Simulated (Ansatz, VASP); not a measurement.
## Cross-check of La2ZnNiI between VASP and Ansatz

One calculation is typed for both programs; each brings its own data sets and cutoff. How far apart do they land? The cell is invented: As first built, before any earlier steps moved the atoms (in the runner's words): it takes the La2Ni2I structure with some of its atoms replaced by other elements, volume scaled by an estimate. It may not be a known or stable phase. The cell is taken from a series of VASP runs on this material, whose earlier steps may have relaxed, scaled or displaced it; both programs get it as it stands.

Main program and level: Ansatz 0.2.0; plane waves, with VASP 6.6.1 beside it; single point at PBE.

## (1) Set-up

The structure is hexagonal, space group P-6m2 (No. 187). The conventional cell has a = 4.284 Å, b = 4.284 Å, c = 8.822 Å, α = 90.00°, β = 90.00°, γ = 120.00°. Nearest to La lie 3 Ni at 3.09 Å and 3 Zn at 3.09 Å and 3 I at 3.56 Å. I has 6 La at 3.56 Å nearest. Zn has 3 Ni at 2.47 Å nearest. Nearest to Ni lie 3 Zn at 2.47 Å. As first built, before any earlier steps moved the atoms (in the runner's words): sites of the La2Ni2I structure (space group 187) filled with other elements, volume scaled by an estimate. Farther neighbours and most contacts between anions are not listed.

## (2) Ansatz: single point, PBE

Ansatz runs on its default PAW (the set named soft_2) files.

With cell and atoms fixed, the geometry can't cause a difference; cores, projectors, grids and the points listed under the comparison can.

Contents of input.yaml:

```yaml
crystal:
  lattice:
    - [4.284048273, -5.9e-09, 0.0]
    - [-2.1420246467, 3.7100945688, 0.0]
    - [0.0, 0.0, 8.8222127959]
  atoms:
    - { symbol: La, position: [0.0, 0.0, 0.2096690925] }
    - { symbol: La, position: [0.0, 0.0, 0.7903309075] }
    - { symbol: I, position: [0.66666667, 0.33333333, 0.5] }
    - { symbol: Zn, position: [0.66666667, 0.33333333, 0.0] }
    - { symbol: Ni, position: [0.33333333, 0.66666667, 0.0], spin: 1.0 }
hamiltonian:
  xc: pbe
  pseudopotentials: { kind: paw }
magnetization:
  spin_polarized: true
kpoints:
  mp_grid: { grid: [5, 5, 2] }
scf:
  occupations: { method: gaussian, width: 0.05 }
  n_extra_bands: 5
output:
  forces: true
  stress: true
  eigenvalues: true
```

Run with:

```sh
$ ansatz run input.yaml --threads 2 --pin off --max-ram 4608MiB --backend cpu --events-out ev --progress --plain --runs-dir out
```

Numbers of over 12 decimals in the logs are rounded to 6 here.

Log:

```text
Warning: the atoms were moved onto the symmetric positions of the space group found under crystal.symmetry.tolerance 1.0e-5 (fractional; no operation is sought that the atoms, as they stand in a round, miss by more than twice it, and no atom is moved by as much as it), and the run uses the moved positions. Before a round's move an operation carried an atom to 5.14e-8 Å from where it should land, the largest such dist [...]
Warning: the band count 40 (scf.n_extra_bands) hosts the net moment |M| = 1.0000 μB (N_el = 69) but caps the reachable moment at 2·n_bands − N_el = 11.0000 μB, below the 42 bands that the automatic rule leaves for it — a moment growing past the seed, or the majority channel's smearing tail, pins there with fewer empty majority states than that count leaves; raise or omit scf.n_extra_bands unless the cap is intended
scf.n_extra_bands = 5 over 35 filled bands (N_el = 69.0): the run solves 40 bands
Engine: ansatz 0.2.0, aarch64-unknown-linux-gnu
Pseudopotentials: kind: paw
Pseudopotential: La, paw, valence charge 11, recommended cutoff 420 eV (normal), La.paw.azcp
Pseudopotential: I, paw, valence charge 17, recommended cutoff 420 eV (normal), I.paw.azcp
Pseudopotential: Zn, paw, valence charge 12, recommended cutoff 420 eV (normal), Zn.paw.azcp
Pseudopotential: Ni, paw, valence charge 18, recommended cutoff 420 eV (normal), Ni.paw.azcp
Functional definition: PBE
  parameter kappa = 0.804
  parameter beta = 0.066725
  exchange = pbe_x(kappa = kappa, mu = beta*pi^2/3)
  correlation = pbe_c(beta = beta)
Crystal: 5 atoms, lattice volume = 140.222 Å³
Basis set: ecut = 420 eV, 2699 PW (Γ), exchange–correlation on 60×60×120 points (8 copies of the dense FFT grid, shifted against one another)
Bands: 40, of which v1, the nominal top of the filled ones, is band 35 counted from 1 (34 counted from 0)
Symmetry: 12 space group operations
Space group: P-6m2 (ITA 187), of the structure as read, at distance tolerance 5.2e-5 Å
Magnetic group: BNS 187.209 (UNI 1439), of the structure as read, at distance tolerance 5.2e-5 Å
k-points: 10 of 50 (time reversal used)
Non-local potential: La, projectors of the file, l = 0: 3, l = 1: 2, l = 2: 2, l = 3: 3
Non-local potential: I, projectors of the file, l = 0: 2, l = 1: 2, l = 2: 2, l = 3: 2
Non-local potential: Zn, projectors of the file, l = 0: 2, l = 1: 2, l = 2: 3, l = 3: 1
Non-local potential: Ni, projectors of the file, l = 0: 3, l = 1: 2, l = 2: 3, l = 3: 1
PAW form: soft (Blöchl's): semilocal exchange-correlation on the pseudo side does not see the compensation charge
PAW one-centre angular grid: La, 590 points (default); XC on 64 Gauss nodes
PAW one-centre angular grid: I, 590 points (default); XC on 64 Gauss nodes
PAW one-centre angular grid: Zn, 590 points (default); XC on 64 Gauss nodes
PAW one-centre angular grid: Ni, 590 points (default); XC on 64 Gauss nodes
Initial density: superposition of atomic densities (chi_scale 0.1, normalization cell, long waves kept (reshape's long-wave potential 0.60 eV rms))
Starting moments: Σ|m| = 1 μB on 1 of 5 sites
Initial wavefunctions: pseudopotential atomic-orbital guess
Functional: x = pbe(κ = 0.804, μ = 0.219515), c = pbe(β = 0.066725)
SCF iter   1: F=—  HF=-29206.111899 eV  |F-HF|=—  |Δ(HF+E_count)|=         —  Δρ=1.12e-1 (↑7.30e-2 ↓1.12e-1)  dr2=3.51e2  dr2_m=1.59e0  M=0.118 μB ∫|m|=0.143 μB  β_m=0.30  ethr=3.10e-3  ⟨swp⟩=10.1  Hψ=3804  notcnv=0
Mixer restart at iter 1: flushing history
preconditioner: auto → Kerker (q_TF=auto, 2.424 Å⁻¹)  [metal: Δε(μ)=0.002 eV  Ē_g=8.556 eV  σ=0.050 eV  W_gap=0.03  n_scr=36 (ndim 8)  ℏωp=21.5 eV  f_vac=0.000  D(μ)=8.15/eV (n_scr^D=68)]
spin=Collinear: Kerker preconditioning applied to the charge; magnetization (m = ρ↑ − ρ↓) channel mixes plain (no charge-response kernel on spin).
SCF iter   2: F=—  HF=-29191.834861 eV  |F-HF|=—  |Δ(HF+E_count)|=    1.43e1  Δρ=5.81e-2 (↑5.74e-2 ↓5.81e-2)  dr2=1.90e2  dr2_m=7.78e-1  M=0.112 μB ∫|m|=0.166 μB  β_m=0.49  ethr=3.10e-3  ⟨swp⟩=9.9  Hψ=3932  notcnv=0  defer=18
SCF iter   3: F=—  HF=-29181.321687 eV  |F-HF|=—  |Δ(HF+E_count)|=    1.05e1  Δρ=8.45e-2 (↑6.68e-2 ↓8.45e-2)  dr2=3.58e1  dr2_m=1.06e-1  M=0.011 μB ∫|m|=0.046 μB  β_m=0.41  ethr=3.10e-3  ⟨swp⟩=7.7  Hψ=3598  notcnv=0  defer=25
SCF iter   4: F=—  HF=-29176.329325 eV  |F-HF|=—  |Δ(HF+E_count)|=    4.99e0  Δρ=2.75e-2 (↑2.75e-2 ↓2.37e-2)  dr2=6.04e0  dr2_m=7.36e-3  M=0.011 μB ∫|m|=0.060 μB  β_m=0.40  ethr=3.10e-3  ⟨swp⟩=7.5  Hψ=2298  notcnv=0  defer=27
SCF iter   5: F=—  HF=-29176.126674 eV  |F-HF|=—  |Δ(HF+E_count)|=   2.03e-1  Δρ=1.08e-2 (↑1.06e-2 ↓1.08e-2)  dr2=3.76e0  dr2_m=2.10e-3  M=0.007 μB ∫|m|=0.038 μB  β_m=0.63  ethr=3.10e-3  ⟨swp⟩=4.5  Hψ=1517  notcnv=0  defer=21
SCF iter   6: F=—  HF=-29175.016366 eV  |F-HF|=—  |Δ(HF+E_count)|=    1.11e0  Δρ=2.13e-2 (↑1.92e-2 ↓2.13e-2)  dr2=2.40e0  dr2_m=1.66e-3  M=-0.015 μB ∫|m|=0.039 μB  β_m=0.67  ethr=3.10e-3  ⟨swp⟩=8.2  Hψ=2145  notcnv=0  defer=32
SCF iter   7: F=—  HF=-29175.510995 eV  |F-HF|=—  |Δ(HF+E_count)|=   4.95e-1  Δρ=6.65e-3 (↑5.53e-3 ↓6.65e-3)  dr2=3.28e-1  dr2_m=8.34e-4  M=-0.008 μB ∫|m|=0.017 μB  β_m=0.65  ethr=3.10e-3  ⟨swp⟩=5.0  Hψ=1537  notcnv=0  defer=24
SCF iter   8: F=—  HF=-29175.418658 eV  |F-HF|=—  |Δ(HF+E_count)|=   9.23e-2  Δρ=6.44e-3 (↑6.44e-3 ↓5.61e-3)  dr2=2.24e-1  dr2_m=2.96e-4  M=-0.002 μB ∫|m|=0.008 μB  β_m=0.59  ethr=4.75e-4  ⟨swp⟩=7.8  Hψ=1861  notcnv=0  defer=34
SCF iter   9: F=—  HF=-29175.431044 eV  |F-HF|=—  |Δ(HF+E_count)|=   1.24e-2  Δρ=5.42e-3 (↑5.42e-3 ↓4.54e-3)  dr2=1.36e-1  dr2_m=2.59e-4  M=-0.002 μB ∫|m|=0.008 μB  β_m=0.80  ethr=3.25e-4  ⟨swp⟩=4.4  Hψ=1526  notcnv=0  defer=27
[...]
SCF iter  11: F=—  HF=-29175.454541 eV  |F-HF|=—  |Δ(HF+E_count)|=   4.25e-4  Δρ=4.97e-4 (↑4.23e-4 ↓4.97e-4)  dr2=1.36e-3  dr2_m=2.32e-6  M=0.001 μB ∫|m|=0.002 μB  β_m=0.90  ethr=9.61e-6  ⟨swp⟩=2.6  Hψ=1650  notcnv=0  defer=25
SCF iter  12: F=—  HF=-29175.454737 eV  |F-HF|=—  |Δ(HF+E_count)|=   1.96e-4  Δρ=2.11e-4 (↑2.11e-4 ↓1.94e-4)  dr2=2.28e-4  dr2_m=1.47e-7  M=0.002 μB ∫|m|=0.002 μB  β_m=0.91  ethr=1.97e-6  ⟨swp⟩=2.1  Hψ=1064  notcnv=0  defer=25
SCF iter  13: F=—  HF=-29175.454732 eV  |F-HF|=—  |Δ(HF+E_count)|=   4.92e-6  Δρ=2.64e-4 (↑2.50e-4 ↓2.64e-4)  dr2=2.88e-4  dr2_m=7.29e-8  M=0.002 μB ∫|m|=0.002 μB  β_m=0.77  ethr=3.30e-7  ⟨swp⟩=2.7  Hψ=1529  notcnv=0  defer=25
SCF iter  14: F=—  HF=-29175.454720 eV  |F-HF|=—  |Δ(HF+E_count)|=   1.22e-5  Δρ=2.81e-5 (↑2.81e-5 ↓2.37e-5)  dr2=5.62e-6  dr2_m=1.73e-8  M=0.002 μB ∫|m|=0.002 μB  β_m=0.75  ethr=3.30e-7  ⟨swp⟩=2.3  Hψ=947  notcnv=0  defer=25
SCF iter  15: F=—  HF=-29175.454718 eV  |F-HF|=—  |Δ(HF+E_count)|=   2.34e-6  Δρ=2.61e-5 (↑2.18e-5 ↓2.61e-5)  dr2=2.86e-6  dr2_m=8.98e-9  M=0.002 μB ∫|m|=0.002 μB  β_m=0.84  ethr=8.15e-9  ⟨swp⟩=2.2  Hψ=1370  notcnv=0  defer=24
SCF iter  16: F=—  HF=-29175.454718 eV  |F-HF|=—  |Δ(HF+E_count)|=   5.32e-7  Δρ=4.56e-6 (↑4.56e-6 ↓4.23e-6)  dr2=2.07e-7  dr2_m=1.72e-9  M=0.002 μB ∫|m|=0.002 μB  β_m=0.92  ethr=4.15e-9  ⟨swp⟩=2.0  Hψ=1084  notcnv=0  defer=24
SCF iter  17: F=—  HF=-29175.454718 eV  |F-HF|=—  |Δ(HF+E_count)|=   1.06e-7  Δρ=2.62e-6 (↑2.19e-6 ↓2.62e-6)  dr2=4.08e-8  dr2_m=3.13e-10  M=0.001 μB ∫|m|=0.001 μB  β_m=0.96  ethr=3.01e-10  ⟨swp⟩=2.0  Hψ=1376  notcnv=0  defer=24
SCF iter  18: F=—  HF=-29175.454718 eV  |F-HF|=—  |Δ(HF+E_count)|=   1.74e-8  Δρ=1.01e-6 (↑9.48e-7 ↓1.01e-6)  dr2=5.28e-9  dr2_m=9.97e-11  M=0.001 μB ∫|m|=0.001 μB  β_m=0.88  ethr=5.92e-11  ⟨swp⟩=27.7  Hψ=6427  notcnv=0
SCF iter  19: F=—  HF=-29175.454718 eV  |F-HF|=—  |Δ(HF+E_count)|=   1.76e-9  Δρ=1.26e-6 (↑1.26e-6 ↓1.21e-6)  dr2=7.48e-9  dr2_m=7.43e-11  M=0.001 μB ∫|m|=0.001 μB  β_m=0.68  ethr=7.65e-12  ⟨swp⟩=4.0  Hψ=2125  notcnv=0
SCF iter  20: F=-29175.454718 eV  HF=-29175.454718 eV  |F-HF|=5.13e-9  |Δ(HF+E_count)|=   1.02e-9  Δρ=1.00e-6 (↑9.78e-7 ↓1.00e-6)  dr2=5.12e-9  dr2_m=6.32e-11  M=0.001 μB ∫|m|=0.001 μB  ethr=7.65e-12  ⟨swp⟩=3.0  Hψ=1804  notcnv=0
SCF 1 converged in 20 iterations: F = -29175.454718 eV  dr2 = 5.12e-9
  greatest PAW one-centre occupation: 1.000 electrons in one spin orbital (limit 2), on the Ni atom at site 4 (counted from 0), in its partial waves of l = 1
WARN: the starting moments were not kept: the SCF closed with an absolute magnetisation of 1.3e-3 μB, where they sum to 1 μB in size (1 site). That is at most 0.1 of that sum. Measured as dr2_m measures the in/out step, that magnetisation stands 5.7e-8 eV from none, at or under the dr2_threshold of 1.0e-7 eV: it is no larger than a step whose dr2_m would equal this threshold. The system may hold no moment; this SCF s [...]
SCF converged after 20 iterations
Magnetization: 0.0013 μB (34.5007 up, 34.4993 down)
Absolute magnetization: 0.0014 μB (∫|ρ↑−ρ↓|, with the PAW one-centre terms)
Spin contamination: 0.0000 ħ² per cell (⟨S²⟩ above its minimum at these occupations)
Per-site moments (μB) at R_I (Å): [(0.000182244, 1.274034), (0.000182244, 1.274034), (2.28156387822289e-5, 1.468770), (7.016386245027535e-5, 1.020276), (9.841412883666785e-5, 1.020276)]
Free energy (F): -29175.454718 eV
Harris-Foulkes:  -29175.454718 eV  (|F-HF|=5.13e-9)
Internal energy: -29175.444723 eV  (E = F + TS)
E sigma→0 (E₀):  -29175.449721 eV
Entropy (-TS):   -0.009995 eV (-1.999 meV/atom)
Fermi energy:    10.858516 eV
--- Per-component energies (eV) ---
  E_band       = -791.187364
  E_kinetic    = 987.173153
  E_local      = -10834.569536  (includes V_loc(G=0)·N_el)
  E_nonlocal   = 1343.856008
  E_hartree    = 4878.231886
  E_xc         = -629.594112
  E_vxc        = -586.022563  (∫ρ·V_xc dr)
  E_paw        = -19101.913451  (= ΣΔE_a)
  E_vpaw       = -1458.080662  (= ΣTr[D̂ρ^β])
  E_aug_tail   = 0.000167  (compensation charges beyond the density's cutoff)
  E_ewald      = -5818.628838
  E_smearing   = -0.009995  (= −TS)
  E_closure    = -0.000000  (closes the sum)
  Σ components = -29175.454718   (vs F -29175.454718, Δ=0.00e0)
--- Forces (eV/Å), atoms counted from 1 ---
  atom   1  La    -0.00000000    -0.00000000    -0.02478602
  atom   2  La    -0.00000000    -0.00000000     0.02478602
  atom   3  I      0.00000000     0.00000000     0.00000000
  atom   4  Zn     0.00000000     0.00000000     0.00000000
  atom   5  Ni    -0.00000000     0.00000000     0.00000000
  max |Σ_I F_I| component: 8.33e-17 eV/Å
--- Stress (GPa, compression-positive) ---
        0.308537      -0.000000       0.000000
       -0.000000       0.308537       0.000000
        0.000000       0.000000       0.100028
  P = ⅓ Tr σ = 0.2390 GPa (2.390 kbar)
--- Band table (eV; the first three rows and the last of 20) ---
  k-point 0 ↑: bands = [... 31 lower, 9.1488, 9.6393, 10.9816, 11.3955, 11.3955, 12.0922, 12.2246, 12.2587, ... 1 higher]
  k-point 1 ↑: bands = [... 31 lower, 9.1927, 9.1927, 11.2158, 11.2158, 11.5672, 11.8912, 12.2262, 12.2303, ... 1 higher]
  k-point 2 ↑: bands = [... 31 lower, 9.2102, 10.0187, 10.3707, 11.2677, 11.2686, 11.5984, 12.0549, 12.3611, ... 1 higher]
  k-point 9 ↓: bands = [... 31 lower, 9.4219, 9.5028, 10.3283, 10.7379, 11.5805, 11.5877, 12.3035, 12.3553, ... 1 higher]
```

The job ended after 20 s (2 threads of Arm Neoverse V2, shared host; peak memory 0.47 GiB).

Reading the cycles: dr2 is the Hartree energy of the density residual (eV), the measure of convergence; HF is the Harris–Foulkes estimate of the energy, which meets the free energy F at convergence.

The run ends at a pressure of 0.24 GPa, with forces up to 0.025 eV/Å.

(Part 1 of 2 ends here.)

[Lines on the potential files, build, host, timing and source positions are cut from VASP's logs without a mark.]

[Logs are printed without paths, hosts, clocks, repeated set-up lines and the standing remarks that a program may print on its own settings, such as how far it seeks lower states.]

[Hosts, paths, dates, database ids (printed as entryN), source tags and the programs' standing remarks are cut or masked in the printed files.]
